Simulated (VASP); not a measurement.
Input for VASP

INCAR:
```
SYSTEM = RuAl
PREC = Accurate
ENCUT = 400
EDIFF = 1E-6
NELM = 100
ALGO = Normal
LREAL = .FALSE.
LASPH = .TRUE.
ISMEAR = 1
SIGMA = 0.1
GGA = PS
LMAXMIX = 4
LWAVE = .FALSE.
LCHARG = .FALSE.
IBRION = 2
ISIF = 3
NSW = 60
EDIFFG = -0.01
```

POSCAR:
```
RuAl
1
    2.9763937444     0.0000000000     0.0000000000
    0.0000000000     2.9763937444     0.0000000000
   -0.0000000000    -0.0000000000     2.9763937444
Ru Al
1 1
Direct
  0.0000000000   0.0000000000   0.0000000000
  0.5000000000   0.5000000000   0.5000000000
```

### KPOINTS
```
Automatic mesh
0
Gamma
11 11 11
0 0 0
```

POTCAR, in this order: Ru_pv Al (PBE.64 set). Program: vasp_std.

Task: Translate this PBEsol calculation to Quantum ESPRESSO's pw.x.

Result: One equivalent input (not run):
```
&CONTROL
  calculation = 'vc-relax'
  pseudo_dir = './pseudo'
  outdir = './out'
  tprnfor = .true.
  tstress = .true.
  nstep = 60
  forc_conv_thr = 0.00039
/
&SYSTEM
  ibrav = 0
  nat = 2
  ntyp = 2
  ecutwfc = 84
  occupations = 'smearing'
  smearing = 'methfessel-paxton'
  degauss = 0.00735
  input_dft = 'pbesol'
/
&ELECTRONS
  conv_thr = 7.3e-08
  electron_maxstep = 100
/
&IONS
/
&CELL
/
ATOMIC_SPECIES
  Ru 101.070 Ru.upf
  Al 26.982 Al.upf
CELL_PARAMETERS angstrom
     2.9763937    0.0000000    0.0000000
     0.0000000    2.9763937    0.0000000
    -0.0000000   -0.0000000    2.9763937
ATOMIC_POSITIONS crystal
  Ru   0.0000000  0.0000000  0.0000000
  Al   0.5000000  0.5000000  0.5000000
K_POINTS automatic
  11 11 11 0 0 0
```
The two are equivalent in intent, not identical: the potentials are each code's own (VASP's PAW set, PseudoDojo norm-conserving files in pw.x), so ENCUT and ecutwfc are chosen apart and not converted; conv_thr bounds pw.x's estimated SCF error, while EDIFF bounds the energy change between steps; forc_conv_thr acts on force components and is met together with etot_conv_thr.

The structure was generated: RuAl was put into the CsCl type type (Pm-3m), which need not be its known phase. This run relaxes it. Symmetry was kept, so distortions that lower it aren't found. The start is the result of an earlier pass.
